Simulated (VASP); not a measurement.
Output of a VASP run:

OUTCAR:
```
 ion  position               nearest neighbor table
   1  0.000  0.000  0.000-
  LATTYP: Found a body centered cubic cell.
 ALAT       =     3.4281926642
 Subroutine PRICEL returns:
 Original cell was already a primitive cell.
 Subroutine GETGRP returns: Found 48 space group operations
The static configuration has the point symmetry O_h .
The dynamic configuration has the point symmetry O_h .
 Subroutine INISYM returns: Found 48 space group operations
 Subroutine IBZKPT returns following result:
 Found     84 irreducible k-points:

 Following reciprocal coordinates:
            Coordinates               Weight
  0.000000  0.000000  0.000000      1.000000
  0.076923  0.000000  0.000000     12.000000
  0.153846  0.000000  0.000000     12.000000
  0.230769  0.000000  0.000000     12.000000
  0.307692  0.000000  0.000000     12.000000
  0.384615  0.000000  0.000000     12.000000
  0.461538  0.000000  0.000000     12.000000
  0.076923  0.076923  0.000000     24.000000
  0.153846  0.076923  0.000000     48.000000
  0.230769  0.076923  0.000000     48.000000
  0.307692  0.076923  0.000000     48.000000
  0.384615  0.076923  0.000000     48.000000
  0.461538  0.076923  0.000000     24.000000
  0.153846  0.153846  0.000000     24.000000
  0.230769  0.153846  0.000000     48.000000
  0.307692  0.153846 -0.000000     48.000000
  0.384615  0.153846  0.000000     48.000000
  0.230769  0.230769  0.000000     24.000000
  0.307692  0.230769  0.000000     48.000000
  0.384615  0.230769  0.000000     24.000000
  0.307692  0.307692  0.000000     24.000000
  0.076923  0.076923  0.076923      8.000000
  0.153846  0.076923  0.076923     24.000000
  0.230769  0.076923  0.076923     24.000000
  0.307692  0.076923  0.076923     24.000000
  0.384615  0.076923  0.076923     24.000000
 -0.076923  0.076923  0.076923      6.000000
  0.153846  0.153846  0.076923     24.000000
  0.230769  0.153846  0.076923     48.000000
  0.307692  0.153846  0.076923     48.000000
  0.384615  0.153846  0.076923     24.000000
 -0.153846  0.153846  0.076923     24.000000
  0.230769  0.230769  0.076923     24.000000
  0.307692  0.230769  0.076923     48.000000
 -0.230769  0.230769  0.076923     24.000000
 -0.153846  0.230769  0.076923     24.000000
  0.307692  0.307692  0.076923      8.000000
 -0.307692  0.307692  0.076923     24.000000
 -0.230769  0.307692  0.076923     48.000000
 -0.384615  0.384615  0.076923     24.000000
   k-points           NKPTS =     84   k-points in BZ     NKDIM =     84   number of bands    NBANDS=      5
   number of dos      NEDOS =    301   number of ions     NIONS =      1
   total plane-waves  NPLWV =  13824
   dimension x,y,z NGX =    24 NGY =   24 NGZ =   24
   dimension x,y,z NGXF=    48 NGYF=   48 NGZF=   48
   ions per type =               1
   PREC   = accura    normal or accurate (medium, high low for compatibility)
   ISTART =      0    job   : 0-new  1-cont  2-samecut
   ICHARG =      2    charge: 1-file 2-atom 10-const
   ISPIN  =      1    spin polarized calculation?
   LNONCOLLINEAR =      F non collinear calculations
   LSORBIT =      F    spin-orbit coupling
   INIWAV =      1    electr: 0-lowe 1-rand  2-diag
   ENCUT  =  520.0 eV  38.22 Ry    6.18 a.u.   5.52  5.52  5.52*2*pi/ulx,y,z
   NELM   =    100;   NELMIN=  2; NELMDL= -5     # of ELM steps
   EDIFF  = 0.1E-05   stopping-criterion for ELM
   LREAL  =      F    real-space projection
   NLSPLINE    = F    spline interpolate recip. space projectors
   LMAXMIX     =    2 max onsite mixed and CHGCAR
   VOSKOWN=      0    Vosko Wilk Nusair interpolation
   EDIFFG = -.1E-01   stopping-criterion for IOM
   NSW    =     60    number of steps for IOM
   NBLOCK =      1;   KBLOCK =     60    inner block; outer block
   IBRION =      2    ionic relax: 0-MD 1-quasi-New 2-CG
   NFREE  =      1    steps in history (QN), initial steepest desc. (CG)
...
```

OSZICAR:
```
       N       E                     dE             d eps       ncg     rms          rms(c)
DAV:   1     0.528170974581E+00    0.52817E+00   -0.73391E+02   845   0.423E+02
DAV:   2    -0.178857411238E+01   -0.23167E+01   -0.21865E+01  1190   0.592E+01
DAV:   3    -0.190361977486E+01   -0.11505E+00   -0.11477E+00  1010   0.853E+00
DAV:   4    -0.190717722323E+01   -0.35574E-02   -0.35589E-02  1145   0.145E+00
DAV:   5    -0.190721134501E+01   -0.34122E-04   -0.34122E-04  1040   0.120E-01    0.211E-01
DAV:   6    -0.190611072693E+01    0.11006E-02   -0.31144E-04  1380   0.106E-01    0.120E-01
DAV:   7    -0.190560997756E+01    0.50075E-03   -0.72584E-04  1415   0.168E-01    0.284E-02
DAV:   8    -0.190560861690E+01    0.13607E-05   -0.92926E-06   875   0.378E-02    0.116E-03
DAV:   9    -0.190560607052E+01    0.25464E-05   -0.48313E-07   655   0.104E-02    0.339E-04
DAV:  10    -0.190560507787E+01    0.99265E-06   -0.73835E-08   455   0.426E-03
   1 F= -.19056051E+01 E0= -.19056045E+01  d E =-.190561E+01
```

**OUTCAR**
```
------------------------ aborting loop because EDIFF is reached ----------------------------------------
  FORCE on cell =-STRESS in cart. coord.  units (eV):
  Direction    XX          YY          ZZ          XY          YZ          ZX
  --------------------------------------------------------------------------------------
  Total       -0.0032626     -0.0032626     -0.0032626     -0.0000000      0.0000000      0.0000000
  in kB       -0.2594799     -0.2594799     -0.2594799     -0.0000000      0.0000000      0.0000000
  external PRESSURE =      -0.2594799 kB  Pullay stress =       0.0000000 kB
  volume of cell :       20.14
      direct lattice vectors                 reciprocal lattice vectors
    -1.714096332  1.714096332  1.714096332     0.000000000  0.291698892  0.291698892
     1.714096332 -1.714096332  1.714096332     0.291698892  0.000000000  0.291698892
     1.714096332  1.714096332 -1.714096332     0.291698892  0.291698892  0.000000000
 POSITION                                       TOTAL-FORCE (eV/Angst)
 -----------------------------------------------------------------------------------
      0.00000      0.00000      0.00000         0.000000     -0.000000      0.000000
 -----------------------------------------------------------------------------------
    total drift:                               -0.000000      0.000000     -0.000000
  FREE ENERGIE OF THE ION-ELECTRON SYSTEM (eV)
  ---------------------------------------------------
  free  energy   TOTEN  =        -1.9056050779 eV

  energy  without entropy=       -1.9056032564  energy(sigma->0) =       -1.90560447

 reached required accuracy - stopping structural energy minimisation
```
(Selected blocks of OUTCAR.)

**POSCAR**
```
Li
1
   -1.7140963321     1.7140963321     1.7140963321
    1.7140963321    -1.7140963321     1.7140963321
    1.7140963321     1.7140963321    -1.7140963321
Li
1
Direct
  0.0000000000   0.0000000000   0.0000000000
```

Write an INCAR and KPOINTS that could have produced this output.

This is not unique; one that fits is the input of the run itself, PBE GGA, plane waves, VASP's PBE PAW potentials (set 64).

### INCAR
```
ALGO=Normal
EDIFF=1E-6
EDIFFG=-0.01
ENCUT=520
GGA=PE
IBRION=2
ISIF=3
ISMEAR=1
LASPH=.TRUE.
LCHARG=.FALSE.
LREAL=.FALSE.
LWAVE=.FALSE.
NELM=100
NSW=60
PREC=Accurate
SIGMA=0.1
SYSTEM=Li
```

KPOINTS:
```
Automatic mesh
0
Gamma
13 13 13
0 0 0
```

POTCAR, in this order: Li_sv (PBE.64 set). Program: vasp_std.

The compound is Li in the bcc structure. It was relaxed first, which changed the volume by -5 %. The start is the result of an earlier pass.
